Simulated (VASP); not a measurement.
The system is NaNb.

```xyz
2
Lattice="0.0000 2.8634 2.8634 2.8634 0.0000 2.8634 2.8634 2.8634 0.0000" Properties=species:S:1:pos:R:3 pbc="T T T"
Na    0.0000    0.0000    0.0000
Nb    2.8634    2.8634    2.8634
```

The cell was built by a generator and needn't be a form met in nature.

- Program: VASP 6.6.1
- Task: relaxation of cell and atoms
- Functional: PBE
- Potentials or basis: VASP PAW PBE potentials, release 64 (Na_pv, Nb_sv)
- Cutoff: 600 eV
- k mesh: 6 × 6 × 6
- Occupations: fermi-dirac, width 0.05 eV
- Spin: spin-orbit coupling, no magnetisation

At the start: pressure -2.3 GPa; volume 23.48 Å³/atom.

**Question.** How do energy, volume and symmetry change on relaxing?

**Answer.** Over 3 steps the energy falls by 10.3 meV/atom and the volume is 22.14 Å³/atom (-5.7 %); space group Fm-3m (No. 225, to 0.05 Å).

The path:
```
step  energy change (eV)  largest force (eV/Å)  pressure (GPa)  volume (Å³)
   1              0.0000                0.0000           -2.35        46.96
   2             -0.0202                0.0000           -0.38        44.66
   3             -0.0207                0.0000           -0.01        44.29
```

Final structure:
```yaml
crystal:
  lattice:
    - [0.00000, 2.80816, 2.80816]
    - [2.80816, 0.00000, 2.80816]
    - [2.80816, 2.80816, 0.00000]
  atoms:
    - { symbol: Na, position: [0.00000, 0.00000, 0.00000] }
    - { symbol: Nb, position: [0.50000, 0.50000, 0.50000] }
```
